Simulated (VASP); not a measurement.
Given:

```
Er
1.0
    1.78000    -3.08305     0.00000
    1.78000     3.08305     0.00000
    0.00000     0.00000     5.59000
Er
2
Direct
  0.33333   0.66667   0.25000
  0.66667   0.33333   0.75000
```

Calculation: RPBE GGA, VASP's PBE PAW potentials (set 64) (plane waves; VASP 6.6.1). Settings: 520 eV cut-off, 11×11×6 Γ-centred mesh, first-order Methfessel-Paxton smearing of 0.10 eV, potentials Er_3.

The 4f electrons are frozen in the core of the lanthanide potential, so 4f levels, which can set the real gap, and their magnetism are missing. Energy and stress use the plane-wave basis of the starting cell.

The ions, cell shape and volume are relaxed. What does this cell relax into?

```
Er
1.0
    1.81399    -3.14193     0.00000
    1.81399     3.14193     0.00000
    0.00000     0.00000     5.63802
Er
2
Direct
  0.33333   0.66667   0.25000
  0.66667   0.33333   0.75000
```
Space group P6_3/mmc (194), at a tolerance of 0.03 Å.

How do energy and volume change from the first to the last step?

The energy (σ→0) changes by -9.7 meV/atom and the volume by +4.7 %, in 5 ionic steps.

The compound is Er in the hcp structure. This run relaxes it. Symmetry was kept, so distortions that lower it aren't found.
